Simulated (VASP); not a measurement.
Data:

```xyz
2
Lattice="4.5234 0.0000 0.0000 0.0000 4.5234 0.0000 0.0000 0.0000 4.5234" Properties=species:S:1:pos:R:3 pbc="T T T"
Cs     0.0000     0.0000     0.0000
I      2.2617     2.2617     2.2617
```

The numbers are results of vdW-DF-cx, VASP's PBE PAW potentials (set 64) (plane waves; VASP), not measurements. Numerical set-up: 520 eV cut-off, 7×7×7 Γ-centred mesh, tetrahedra with Blöchl corrections, potentials Cs_sv I.

**Question.** Estimate the energy per atom (σ→0).

**Answer.** 
```json
{
  "energy per atom (σ→0)": "-0.410 eV/atom"
}
```

Total energies compare only between runs with the same potentials, cut-off and functional.

The compound is CsI in the CsCl type structure. It was relaxed first.
